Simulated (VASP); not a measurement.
These are optB86b-vdW, VASP's PBE PAW potentials (set 64) (plane waves; VASP) values and carry that method's errors.

VASP ran on this input.

File POSCAR:
```
TiB2
1.0
  1.5103582640  -2.6160172772   0.0000000000
  1.5103582640   2.6160172772   0.0000000000
  0.0000000000   0.0000000000   3.1819276508
Ti B
1 2
direct
  1.0000000000   0.0000000000   1.0000000000
  0.3333330000   0.6666670000   0.5000000000
  0.6666670000   0.3333330000   0.5000000000
```

### KPOINTS
```
Automatic mesh
0
Gamma
11 11 9
0 0 0
```

### INCAR
```
# general
SYSTEM   = TiB2
PREC     = Accurate
ENCUT    = 520
LREAL    = F   # projection in real space or not
LASPH    = T   # aspherical one-centre terms

# electronic loop
EDIFF    = 1E-6
NELM     = 100
ALGO     = Normal
LMAXMIX  = 4

# smearing
ISMEAR   = 1
SIGMA    = 0.1   # width (eV)

# functional
GGA      = MK
LUSE_VDW = T
AGGAC    = 0.0
PARAM1   = 0.1234
PARAM2   = 1.0

# ions
IBRION   = 2   # conjugate gradients
NSW      = 60   # most ionic steps
ISIF     = 3
EDIFFG   = -0.02   # ionic stop

# output
LWAVE    = F
LCHARG   = F
```

POTCAR, in this order: Ti_sv B (PBE.64 set). Program: vasp_std.

Question: What will the output report for the number of irreducible k-points (NKPTS), largest plane-wave count, number of space-group operations, FFT grid (NGX, NGY, NGZ)?

Answer: 
| Property | Value |
|---|---|
| number of irreducible k-points (NKPTS) | 80 |
| largest plane-wave count | 690 |
| number of space-group operations | 24 |
| FFT grid (NGX, NGY, NGZ) | 24 × 24 × 24 |

The compound is TiB2 in the AlB2 type structure. This run relaxes it. Symmetry was kept, so distortions that lower it aren't found. The start is the result of an earlier pass.
